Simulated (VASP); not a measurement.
VASP input:

### POSCAR
```
RhN
1
    0.0000000000     2.4595120000     2.4595120000
    2.4595120000     0.0000000000     2.4595120000
    2.4595120000     2.4595120000     0.0000000000
Rh N
1 1
Direct
  0.0000000000   0.0000000000   0.0000000000
  0.2500000000   0.2500000000   0.2500000000
```

INCAR:
```
# general
SYSTEM =RhN
PREC   =Accurate
ENCUT  =520   # plane-wave cut-off (eV)
LREAL  =.False.
LASPH  =.True.   # aspherical one-centre terms

# electronic loop
EDIFF  =1E-6
NELM   =100
ALGO   =Normal   # blocked Davidson
LMAXMIX=4

# smearing
ISMEAR =1   # Methfessel-Paxton
SIGMA  =0.1   # width (eV)

# functional
GGA    =PS   # PBEsol

# ions
IBRION =2   # conjugate gradients
NSW    =60   # most ionic steps
ISIF   =3
EDIFFG =-0.01   # ionic stop

# output
LWAVE  =.False.
LCHARG =.False.
```

KPOINTS:
```
Automatic mesh
0
Gamma
12 12 12
0 0 0
```

POTCAR, in this order: Rh_pv N (PBE.64 set). Program: vasp_std.

Q: Write an equivalent input for Ansatz.

A: One equivalent input (not run):
Ansatz 0.2 input:
```yaml
crystal:
  lattice:
    - [0.0000000, 2.4595120, 2.4595120]
    - [2.4595120, 0.0000000, 2.4595120]
    - [2.4595120, 2.4595120, 0.0000000]
  atoms:
    - { symbol: Rh, position: [0.0000000, 0.0000000, 0.0000000] }
    - { symbol: N, position: [0.2500000, 0.2500000, 0.2500000] }
kpoints:
  mp_grid: { grid: [12, 12, 12] }
hamiltonian:
  xc: pbesol
  pseudopotentials: { kind: paw }
scf:
  occupations: { method: methfessel_paxton, width: 0.1 }
  max_iter: 100
relax:
  max_steps: 60
  f_tol: 0.01
  cell: {}
output: { forces: true, stress: true, eigenvalues: true }
```
The two are equivalent in intent, not identical: each code has its own PAW files, so the cut-off isn't converted (ENCUT is set for VASP's; basis.ecutwfc is left out, and Ansatz then takes the one that its files recommend); Ansatz stops its SCF on the density residual and VASP on the energy change (EDIFF).

The structure was generated: RhN was put into the zinc blende type (F-43m), which need not be its known phase. This run relaxes it. Symmetry was kept, so distortions that lower it aren't found.
